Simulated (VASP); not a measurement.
Consider the following.

```yaml
crystal:
  lattice:
    - [6.17630, 0.00000, 0.00000]
    - [0.00000, 6.17630, 0.00000]
    - [0.00000, 0.00000, 6.17630]
  atoms:
    - { symbol: Cs, position: [0.00000, 0.00000, 0.00000] }
    - { symbol: Sn, position: [0.50000, 0.50000, 0.50000] }
    - { symbol: I, position: [0.50000, 0.00000, 0.50000] }
    - { symbol: I, position: [0.00000, 0.50000, 0.50000] }
    - { symbol: I, position: [0.50000, 0.50000, 0.00000] }
```

Method: vdW-DF-cx, VASP's PBE PAW potentials (set 64) (plane waves; VASP 6.6.1). Numerical set-up: 520 eV cut-off, Gaussian smearing of 0.050 eV, potentials Cs_sv Sn_d I.

Unless said otherwise, spin-orbit coupling is left out, though it shifts the bands of the heavy elements here.

### Question
Estimate the band gap (along the path) with the smallest direct gap where there is one.

### Answer

```json
{
  "band gap (along the path)": "0.26 eV",
  "smallest direct gap (along the path)": "0.26 eV"
}
```

The absolute energy has meaning only against runs of the same code, potentials and settings.

The compound is CsSnI3 in the cubic perovskite structure, the ideal cubic form; the compound distorts at low or room temperature. It was relaxed first.
